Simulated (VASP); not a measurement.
Output of a VASP run:

### OSZICAR
```
       N       E                     dE             d eps       ncg     rms          rms(c)
DAV:   1     0.128027311599E+03    0.12803E+03   -0.11265E+04   412   0.114E+03
DAV:   2    -0.508907274468E+01   -0.13312E+03   -0.13179E+03   456   0.261E+02
DAV:   3    -0.978862835171E+01   -0.46996E+01   -0.46357E+01   396   0.426E+01
DAV:   4    -0.988787196511E+01   -0.99244E-01   -0.99044E-01   509   0.620E+00
DAV:   5    -0.988915835841E+01   -0.12864E-02   -0.12859E-02   445   0.633E-01    0.136E+01
DAV:   6    -0.991153516694E+01   -0.22377E-01   -0.14823E+01   418   0.176E+01    0.667E+00
DAV:   7    -0.940791515906E+01    0.50362E+00   -0.35785E+00   395   0.103E+01    0.394E+00
DAV:   8    -0.951403426190E+01   -0.10612E+00   -0.36211E-01   440   0.277E+00    0.167E+00
DAV:   9    -0.955884659050E+01   -0.44812E-01   -0.91630E-02   386   0.127E+00    0.104E+00
DAV:  10    -0.964611770636E+01   -0.87271E-01   -0.31463E-01   469   0.168E+00    0.870E-01
DAV:  11    -0.963768741592E+01    0.84303E-02   -0.76133E-03   388   0.444E-01    0.873E-01
DAV:  12    -0.961894570856E+01    0.18742E-01   -0.20303E-02   437   0.574E-01    0.938E-01
DAV:  13    -0.965544351695E+01   -0.36498E-01   -0.48624E+00   449   0.789E+00    0.140E+00
DAV:  14    -0.971936728876E+01   -0.63924E-01   -0.10300E+00   448   0.440E+00    0.464E-01
DAV:  15    -0.973003258614E+01   -0.10665E-01   -0.36308E-01   435   0.254E+00    0.485E-01
DAV:  16    -0.972927338866E+01    0.75920E-03   -0.22105E-01   439   0.197E+00    0.324E-01
DAV:  17    -0.973699804631E+01   -0.77247E-02   -0.32405E-02   415   0.719E-01    0.931E-02
DAV:  18    -0.973661550211E+01    0.38254E-03   -0.10811E-03   411   0.182E-01    0.831E-02
DAV:  19    -0.973696109303E+01   -0.34559E-03   -0.43867E-04   465   0.914E-02    0.593E-02
DAV:  20    -0.973720548264E+01   -0.24439E-03   -0.53386E-04   419   0.984E-02    0.461E-02
DAV:  21    -0.973728701761E+01   -0.81535E-04   -0.26727E-04   450   0.592E-02    0.308E-02
DAV:  22    -0.973729730329E+01   -0.10286E-04   -0.26961E-05   427   0.188E-02    0.975E-03
DAV:  23    -0.973729400707E+01    0.32962E-05   -0.33769E-06   254   0.724E-03    0.858E-03
DAV:  24    -0.973730034244E+01   -0.63354E-05   -0.21982E-05   404   0.200E-02    0.306E-03
DAV:  25    -0.973730119260E+01   -0.85016E-06   -0.58849E-06   367   0.994E-03
   1 F= -.97373012E+01 E0= -.97356011E+01  d E =-.340028E-02
```

OUTCAR:
```
------------------------ aborting loop because EDIFF is reached ----------------------------------------
  FORCE on cell =-STRESS in cart. coord.  units (eV):
  Direction    XX          YY          ZZ          XY          YZ          ZX
  --------------------------------------------------------------------------------------
  Total        1.2805641      1.2805641      1.2805641      0.0000000     -0.0000000      0.0000000
  in kB       27.1980897     27.1980897     27.1980897      0.0000000     -0.0000000      0.0000000
  external PRESSURE =      27.1980897 kB  Pullay stress =       0.0000000 kB
  volume of cell :       75.44
      direct lattice vectors                 reciprocal lattice vectors
     0.000000000  3.353625000  3.353625000    -0.149092400  0.149092400  0.149092400
     3.353625000  0.000000000  3.353625000     0.149092400 -0.149092400  0.149092400
     3.353625000  3.353625000  0.000000000     0.149092400  0.149092400 -0.149092400
 POSITION                                       TOTAL-FORCE (eV/Angst)
 -----------------------------------------------------------------------------------
      0.00000      0.00000      0.00000         0.000000      0.000000      0.000000
      1.67681      1.67681      1.67681         0.000000      0.000000      0.000000
      5.03044      5.03044      5.03044        -0.000000     -0.000000     -0.000000
 -----------------------------------------------------------------------------------
    total drift:                                0.000000     -0.000000      0.000000
  FREE ENERGIE OF THE ION-ELECTRON SYSTEM (eV)
  ---------------------------------------------------
  free  energy   TOTEN  =        -9.7373011926 eV

  energy  without entropy=       -9.7339009122  energy(sigma->0) =       -9.73560105

 total charge

# of ion       s       p       d       tot
------------------------------------------
    1        2.245   6.092   3.934  12.271
    2        1.395   1.907   0.067   3.369
    3        1.395   1.907   0.067   3.369
--------------------------------------------------
tot          5.035   9.907   4.068  19.009
```
(Selected blocks of OUTCAR.)

### POSCAR
```
Te2Mo
1
    0.0000000000     3.3536250000     3.3536250000
    3.3536250000     0.0000000000     3.3536250000
    3.3536250000     3.3536250000     0.0000000000
Mo Te
1 2
Direct
  0.0000000000   0.0000000000   0.0000000000
  0.2500000000   0.2500000000   0.2500000000
  0.7500000000   0.7500000000   0.7500000000
```

Question: Write an INCAR and KPOINTS that could have produced this output.

Answer: One answer among several that fit: the input of the run itself, PBE GGA + U (Dudarev), plane waves, VASP's PBE PAW potentials (set 64).

KPOINTS:
```
Automatic mesh
0
Gamma
5 5 5
0 0 0
```

### INCAR
```
! general
SYSTEM    = Te2Mo
PREC      = Accurate
ENCUT     = 400
LREAL     = F
LASPH     = T

! electronic loop
EDIFF     = 1E-6
NELM      = 100
ALGO      = Normal
LMAXMIX   = 4

! smearing
ISMEAR    = 0
SIGMA     = 0.05

! functional
GGA       = PE

! DFT+U
LDAU      = T
LDAUTYPE  = 2
LDAUL     = 2 -1
LDAUU     = 6.0 0
LDAUJ     = 0 0
LDAUPRINT = 1

! ions
ISIF      = 2

! output
LWAVE     = F
LCHARG    = F
LORBIT    = 10
```

POTCAR, in this order: Mo_sv Te (PBE.64 set). Program: vasp_std.

The structure was generated: Te2Mo was put into the fluorite type (Fm-3m), which need not be its known phase. The cell was not relaxed at this level. The k-mesh is coarse (spacing up to 0.32 per Å, 2π included), so the numbers may not be converged in it. The run is one of a series of settings (LDAU = .TRUE., LDAUJ = 0 0, LDAUL = 2 -1, LDAUTYPE = 2, LDAUU = 6.0 0 against the base run), some of them coarse on purpose.
